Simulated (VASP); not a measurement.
Output of a VASP run:

File OSZICAR:
```
...
DAV:   9    -0.202420775475E+02   -0.45562E-04   -0.29610E-05  3638   0.717E-02    0.167E-02
DAV:  10    -0.202420878215E+02   -0.10274E-04   -0.11955E-05  3146   0.382E-02    0.183E-02
DAV:  11    -0.202420978151E+02   -0.99936E-05   -0.41717E-06  3301   0.179E-02    0.103E-02
DAV:  12    -0.202421016727E+02   -0.38577E-05   -0.29043E-06  2999   0.238E-02    0.821E-04
DAV:  13    -0.202421017597E+02   -0.86977E-07   -0.19050E-07  1558   0.474E-03
   2 F= -.20242102E+02 E0= -.20242313E+02  d E =-.480148E-02
       N       E                     dE             d eps       ncg     rms          rms(c)
DAV:   1    -0.203287994522E+02   -0.86698E-01   -0.17383E+00  3520   0.218E+01    0.252E+00
DAV:   2    -0.202535418461E+02    0.75258E-01   -0.61774E-01  3696   0.102E+01    0.599E-01
DAV:   3    -0.202450937839E+02    0.84481E-02   -0.46826E-02  3677   0.214E+00    0.182E-01
DAV:   4    -0.202454419318E+02   -0.34815E-03   -0.75401E-03  3873   0.779E-01    0.887E-02
DAV:   5    -0.202466395478E+02   -0.11976E-02   -0.52412E-03  4328   0.519E-01    0.126E-01
DAV:   6    -0.202467724033E+02   -0.13286E-03   -0.25963E-04  3932   0.176E-01    0.975E-02
DAV:   7    -0.202472000218E+02   -0.42762E-03   -0.86038E-04  3385   0.324E-01    0.288E-02
DAV:   8    -0.202471856246E+02    0.14397E-04   -0.11195E-04  3235   0.157E-01    0.229E-02
DAV:   9    -0.202471895630E+02   -0.39384E-05   -0.71930E-06  3534   0.294E-02    0.761E-03
DAV:  10    -0.202471872205E+02    0.23425E-05   -0.39885E-06  3132   0.351E-02    0.475E-03
DAV:  11    -0.202471874032E+02   -0.18274E-06   -0.46227E-07  1555   0.917E-03
   3 F= -.20247187E+02 E0= -.20247346E+02  d E =-.988712E-02
       N       E                     dE             d eps       ncg     rms          rms(c)
DAV:   1    -0.202472470793E+02   -0.59859E-04   -0.14087E-03  3523   0.617E-01    0.703E-02
DAV:   2    -0.202471897420E+02    0.57337E-04   -0.45456E-04  3658   0.279E-01    0.163E-02
DAV:   3    -0.202471843316E+02    0.54104E-05   -0.32062E-05  3658   0.558E-02    0.518E-03
DAV:   4    -0.202471841345E+02    0.19711E-06   -0.64492E-06  3612   0.224E-02
   4 F= -.20247184E+02 E0= -.20247341E+02  d E =-.988385E-02
       N       E                     dE             d eps       ncg     rms          rms(c)
DAV:   1    -0.202475784241E+02   -0.39409E-03   -0.14875E-02  3198   0.208E+00    0.120E-01
DAV:   2    -0.202473648008E+02    0.21362E-03   -0.77547E-04  3175   0.321E-01    0.618E-02
DAV:   3    -0.202473239244E+02    0.40876E-04   -0.77809E-05  3538   0.127E-01    0.217E-02
DAV:   4    -0.202473140333E+02    0.98911E-05   -0.35959E-05  3415   0.675E-02    0.383E-03
DAV:   5    -0.202473145903E+02   -0.55700E-06   -0.10836E-05  3394   0.401E-02    0.331E-03
DAV:   6    -0.202473130383E+02    0.15520E-05   -0.10929E-06  2230   0.163E-02    0.160E-03
DAV:   7    -0.202473130896E+02   -0.51319E-07   -0.82131E-07  1647   0.147E-02
   5 F= -.20247313E+02 E0= -.20247488E+02  d E =-.128955E-03
       N       E                     dE             d eps       ncg     rms          rms(c)
DAV:   1    -0.202473542063E+02   -0.41168E-04   -0.13466E-03  3207   0.627E-01    0.362E-02
DAV:   2    -0.202473349694E+02    0.19237E-04   -0.71771E-05  3184   0.968E-02    0.186E-02
DAV:   3    -0.202473310237E+02    0.39458E-05   -0.68161E-06  3539   0.379E-02    0.667E-03
DAV:   4    -0.202473300367E+02    0.98700E-06   -0.33745E-06  3293   0.209E-02
   6 F= -.20247330E+02 E0= -.20247509E+02  d E =-.145902E-03
```

### OUTCAR
```
------------------------ aborting loop because EDIFF is reached ----------------------------------------
  FORCE on cell =-STRESS in cart. coord.  units (eV):
  Direction    XX          YY          ZZ          XY          YZ          ZX
  --------------------------------------------------------------------------------------
  Total       -0.0175695     -0.0175695      0.0085473      0.0000000      0.0000000      0.0000000
  in kB       -0.8816637     -0.8816637      0.4289150      0.0000000      0.0000000      0.0000000
  external PRESSURE =      -0.4448042 kB  Pullay stress =       0.0000000 kB
  volume of cell :       31.93
      direct lattice vectors                 reciprocal lattice vectors
     2.810342847  0.000000000  0.000000000     0.355828472  0.000000000  0.000000000
     0.000000000  2.810342847  0.000000000     0.000000000  0.355828472  0.000000000
     0.000000000 -0.000000000  4.042483856     0.000000000 -0.000000000  0.247372664
 POSITION                                       TOTAL-FORCE (eV/Angst)
 -----------------------------------------------------------------------------------
      1.40517      1.40517      2.02124         0.000000      0.000000      0.000000
      0.00000      0.00000      0.00000         0.000000     -0.000000      0.000000
 -----------------------------------------------------------------------------------
    total drift:                               -0.000000      0.000000      0.000000
  FREE ENERGIE OF THE ION-ELECTRON SYSTEM (eV)
  ---------------------------------------------------
  free  energy   TOTEN  =       -20.2473300367 eV

  energy  without entropy=      -20.2478678735  energy(sigma->0) =      -20.24750932

 reached required accuracy - stopping structural energy minimisation
```
(Selected blocks of OUTCAR.)

File POSCAR:
```
TiAl
1
    2.8416290000     0.0000000000     0.0000000000
    0.0000000000     2.8416290000     0.0000000000
    0.0000000000     0.0000000000     4.0654200000
Al Ti
1 1
Direct
  0.5000000000   0.5000000000   0.5000000000
  0.0000000000   0.0000000000   0.0000000000
```

Task: Reconstruct the remaining input files.

Result: Several could match; the one computed here: the input of the run itself, r2SCAN+rVV10, plane waves, VASP's PBE PAW potentials (set 64).

File KPOINTS:
```
K-points
0
G
12 12 8
```

**INCAR**
```
# general
SYSTEM   = TiAl
PREC     = Accurate
ENCUT    = 400   # plane-wave cut-off (eV)
LREAL    = .False.
LASPH    = .True.

# electronic loop
EDIFF    = 1E-6
NELM     = 100
ALGO     = Normal   # blocked Davidson
LMAXMIX  = 4
LMIXTAU  = .True.

# smearing
ISMEAR   = 1
SIGMA    = 0.1

# functional
METAGGA  = R2SCAN
LUSE_VDW = .True.
BPARAM   = 11.95
CPARAM   = 0.0093

# ions
IBRION   = 2   # conjugate gradients
NSW      = 60
ISIF     = 3
EDIFFG   = -0.01   # ionic stop

# output
LWAVE    = .False.
LCHARG   = .False.
```

POTCAR, in this order: Al Ti_sv (PBE.64 set). Program: vasp_std.

Energy and stress use the plane-wave basis of the starting cell.

The structure comes from a measured TiAl entry (P4/mmm) of the Crystallography Open Database, whose conditions weren't checked. This run relaxes it. Symmetry was kept, so distortions that lower it aren't found. The electron count is odd and the run is not spin-polarised, which forces a metal.
